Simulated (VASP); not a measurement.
# Ag: a series in uniaxial stress along [001]

How do stress and energy of Ag follow uniaxial stress along [001]?

Method: PBEsol; plane waves and PAW (Ag), in the first sound run; inputs show where later runs differ, in VASP 6.6.1.

## (1) Starting point

Symmetry: Fm-3m, No. 225, cubic system. The conventional cell has a = 4.090 Å, b = 4.090 Å, c = 4.090 Å, α = 90.00°, β = 90.00°, γ = 90.00°. Nearest to Ag lie 12 Ag at 2.89 Å.

## (2) Relax the crystal, PBEsol

The series starts from the cell that this level prefers, so that zero strain is near zero stress.

This step took 2 runs in a row; the last is shown.

Level: PBEsol; plane waves and PAW (Ag).

File INCAR:

```
SYSTEM = Ag
PREC = Accurate
ENCUT = 450
EDIFF = 1E-07
NELM = 120
ISMEAR = 1
SIGMA = 0.15
LREAL = .FALSE.
ALGO = Normal
GGA = PS
NBANDS = 11
LASPH = .TRUE.
LORBIT = 11
LWAVE = .FALSE.
LCHARG = .FALSE.
KPAR = 8
IBRION = 2
NSW = 40
ISIF = 3
EDIFFG = -0.005
POTIM = 0.4
```

File POSCAR:

```
Ag
1.0
    0.0000000000      2.0262308355      2.0262308355
    2.0262308355      0.0000000000      2.0262308355
    2.0262308355      2.0262308355      0.0000000000
Ag
1
Direct
    0.0000000000      0.0000000000      0.0000000000
```

File KPOINTS:

```
Automatic mesh
0
Gamma
25 25 25
0 0 0
```

Potentials, in the order of the species: Ag (PBE family, release 64).

The run is started by

```sh
> mpirun -np 8 vasp_std
```

What it wrote:

```text
[banner, memory and clock lines left out]
running    8 mpi-ranks, on    1 nodes
[...]
|                                                                             |
|           W    W    AA    RRRRR   N    N  II  N    N   GGGG   !!!           |
|           W    W   A  A   R    R  NN   N  II  NN   N  G    G  !!!           |
|           W    W  A    A  R    R  N N  N  II  N N  N  G       !!!           |
|           W WW W  AAAAAA  RRRRR   N  N N  II  N  N N  G  GGG   !            |
|           WW  WW  A    A  R   R   N   NN  II  N   NN  G    G                |
|           W    W  A    A  R    R  N    N  II  N    N   GGGG   !!!           |
|                                                                             |
|     For optimal performance we recommend to set                             |
|       NCORE = 2 up to number-of-cores-per-socket                            |
|     NCORE specifies how many cores store one orbital (NPAR=cpu/NCORE).      |
|     This setting can greatly improve the performance of VASP for DFT.       |
[...]
|     You enforced a specific xc type in the INCAR file but a different       |
|     [... a line on the potential file left out ...]
|     I HOPE YOU KNOW WHAT YOU ARE DOING!                                     |
|                                                                             |

 LDA part: xc-table for (Slater+PW92), standard interpolation
 POSCAR, INCAR and KPOINTS ok, starting setup
[...]
entering main loop
       N       E                     dE             d eps       ncg     rms          rms(c)
DAV:   1     0.437617086981E+02    0.43762E+02   -0.51080E+03 10378   0.803E+02
DAV:   2    -0.306193021492E+01   -0.46824E+02   -0.44378E+02 11191   0.185E+02
DAV:   3    -0.366637260111E+01   -0.60444E+00   -0.60408E+00 11333   0.228E+01
DAV:   4    -0.366805776146E+01   -0.16852E-02   -0.16851E-02 10976   0.126E+00
[...]
DAV:  10    -0.330755995979E+01   -0.22431E-05   -0.23078E-06 11116   0.131E-02    0.464E-03
DAV:  11    -0.330755981944E+01    0.14034E-06   -0.80510E-08  7036   0.257E-03    0.510E-04
DAV:  12    -0.330755979353E+01    0.25916E-07   -0.67055E-09  5689   0.741E-04
   1 F= -.33075598E+01 E0= -.33074775E+01  d E =-.330756E+01
[...]
reached required accuracy - stopping structural energy minimisation
```

Elapsed: 7.4 s, on 8 MPI ranks of Intel Xeon 6975P-C (Granite Rapids), shared host; peak memory 1.4 GiB.

The logs omit lines about the potential files and the build; timing stands in the text.

OUTCAR, selected parts (step 2):

```text
  Total       -0.0009354     -0.0009354     -0.0009354     -0.0000000      0.0000000     -0.0000000
  in kB       -0.0900769     -0.0900769     -0.0900769     -0.0000000      0.0000000     -0.0000000
  external PRESSURE =      -0.0900769 kB  Pullay stress =       0.0000000 kB

 POSITION                                       TOTAL-FORCE (eV/Angst)
 -----------------------------------------------------------------------------------
      0.00000      0.00000      0.00000         0.000000      0.000000      0.000000
 -----------------------------------------------------------------------------------
    total drift:                                0.000000     -0.000000      0.000000

  FREE ENERGIE OF THE ION-ELECTRON SYSTEM (eV)
  ---------------------------------------------------
  free  energy   TOTEN  =        -3.3075597935 eV

  energy  without entropy=       -3.3073130168  energy(sigma->0) =       -3.30747753

 reached required accuracy - stopping structural energy minimisation

[... 3 further parts left out ...]
[key lines of the parts left out:]
E-fermi :   8.5716
```

Read from the output:

| Quantity | Value |
| --- | --- |
| energy(sigma→0) of the program | -3.3075 eV |
| stress, compression positive | xx, yy, zz -0.01, -0.01, -0.01 GPa |
| volume | 16.638 Å³ |
| ionic steps | 1 |

## (3) Strain across the axis, PBEsol

One member in full: the axis is strained by 1.5 %, and the two directions across it are strained alike until their mean stress is under 0.012 GPa or five steps are spent.

This step took 2 runs, each at a new trial strain with the atoms of the one before; the last is shown.

Level: PBEsol; plane waves and PAW (Ag).

INCAR, as its differences from that of step 2:

```diff
@@ -15,7 +15,7 @@
 LCHARG = .FALSE.
-KPAR = 8
-IBRION = 2
-NSW = 40
-ISIF = 3
-EDIFFG = -0.005
-POTIM = 0.4
+KPAR = 2
+IBRION = 1
+NSW = 25
+ISIF = 2
+EDIFFG = -0.004
+POTIM = 0.3
```

File POSCAR:

```
Ag
1.0
    0.0000000000      2.0130518930      2.0566242980
    2.0130518930      0.0000000000      2.0566242980
    2.0130518930      2.0130518930      0.0000000000
Ag
1
Direct
    0.0000000000      0.0000000000      0.0000000000
```

KPOINTS is that of step 2.

The run is started by

```sh
> mpirun -np 2 vasp_std
```

What it wrote:

```text
[banner, memory and clock lines left out]
running    2 mpi-ranks, on    1 nodes
[...]
[... a notice as in an earlier step ...]

 LDA part: xc-table for (Slater+PW92), standard interpolation
 POSCAR, INCAR and KPOINTS ok, starting setup
[...]
entering main loop
       N       E                     dE             d eps       ncg     rms          rms(c)
DAV:   1     0.441127620511E+02    0.44113E+02   -0.51334E+03 26936   0.803E+02
DAV:   2    -0.305240927987E+01   -0.47165E+02   -0.44726E+02 29017   0.185E+02
DAV:   3    -0.366516842314E+01   -0.61276E+00   -0.61245E+00 29356   0.229E+01
DAV:   4    -0.366688005543E+01   -0.17116E-02   -0.17116E-02 28591   0.126E+00
[...]
DAV:  10    -0.330706722901E+01   -0.23546E-05   -0.22575E-06 28911   0.131E-02    0.485E-03
DAV:  11    -0.330706708561E+01    0.14339E-06   -0.78186E-08 18086   0.253E-03    0.491E-04
DAV:  12    -0.330706705951E+01    0.26102E-07   -0.65028E-09 14636   0.730E-04
   1 F= -.33070671E+01 E0= -.33069917E+01  d E =-.330707E+01
 BRION: g(F)=  0.929E-62 g(S)=  0.000E+00
 reached required accuracy - stopping structural energy minimisation
```

It took 39 s on 2 MPI ranks; peak memory 0.53 GiB.

OUTCAR, selected parts (step 3):

```text
  Total       -0.0007778     -0.0007778     -0.0660756      0.0000000      0.0000000     -0.0000000
  in kB       -0.0747593     -0.0747593     -6.3512133      0.0000000      0.0000000     -0.0000000
  external PRESSURE =      -2.1669106 kB  Pullay stress =       0.0000000 kB

 POSITION                                       TOTAL-FORCE (eV/Angst)
 -----------------------------------------------------------------------------------
      0.00000      0.00000      0.00000         0.000000     -0.000000      0.000000
 -----------------------------------------------------------------------------------
    total drift:                                0.000000     -0.000000      0.000000

  FREE ENERGIE OF THE ION-ELECTRON SYSTEM (eV)
  ---------------------------------------------------
  free  energy   TOTEN  =        -3.3070670595 eV

  energy  without entropy=       -3.3068410482  energy(sigma->0) =       -3.30699172

[... 1 part as in an earlier step ...]

[... 3 further parts left out ...]
[key lines of the parts left out:]
E-fermi :   8.5481
```

Read from the output:

- energy(sigma→0) of the program: -3.3070 eV
- stress, compression positive: xx, yy, zz -0.01, -0.01, -0.64 GPa
- ionic steps: 1

## (4) All members

The other members went through these steps as far as the tables show, with the same cutoff and, step by step, the same mesh; 17 runs are not shown. The session took 0.44 core hours (wall time by ranks) on a shared machine.

```csv
strain along the axis (%),strain across the axis (%),"stress along the axis, tension positive (GPa)","energy above the unstrained row, extrapolated to no smearing (meV/atom)"
-2.000,0.904,-0.793,0.867
-1.500,0.672,-0.610,0.474
-1.000,0.444,?,?
-0.500,0.218,-0.206,0.052
0,0.000,0.009,0.000
0.500,-0.221,0.218,0.053
1.000,-0.436,0.433,0.219
1.500,-0.650,0.635,0.486
2.000,-0.862,0.841,0.839
```

## (5) Stress from the known rows

A least-squares parabola through the 8 rows shown, with e the strain in %: stress = 0.003898 e² + 0.4120 e + 0.007640 (GPa), r.m.s. residual 0.0066 GPa.

At e = -1 this predicts -0.400 GPa.

## (6) Checking the prediction

The calculation gives -0.409 GPa, so the prediction is 0.009 GPa too high, within twice the residual of the fit.

Slopes at zero strain, from cubics through all rows: strain ratio -0.439, stress over strain 42 GPa.

## (7) Results

```
error of the predicted stress  : 0.009 GPa
Poisson ratio                  : 0.439
Young's modulus along the axis : 42 GPa
```

What this shows: As a check, the curvature of the energy gives 41 GPa for the same modulus (energy per volume = E/2 × strain²), 3 % from the slope of the stress; these energies are extrapolated to no smearing, while the stress belongs to the free energy, so part of the difference may come from that. These are static values: temperature and zero-point motion are left out. In a metal the slopes also depend on mesh and smearing, which were held through the series.

[Lines on the potential files, build, host, timing and source positions are cut from VASP's logs without a mark.]

[Logs are printed without paths, hosts, clocks, repeated set-up lines and the standing remarks that a program may print on its own settings, such as how far it seeks lower states.]

[Hosts, paths, dates, database ids (printed as entryN), source tags and the programs' standing remarks are cut or masked in the printed files.]

[In band tables of VASP the shares of atoms and orbitals are scaled to a sum of 1 inside the atoms' spheres.]
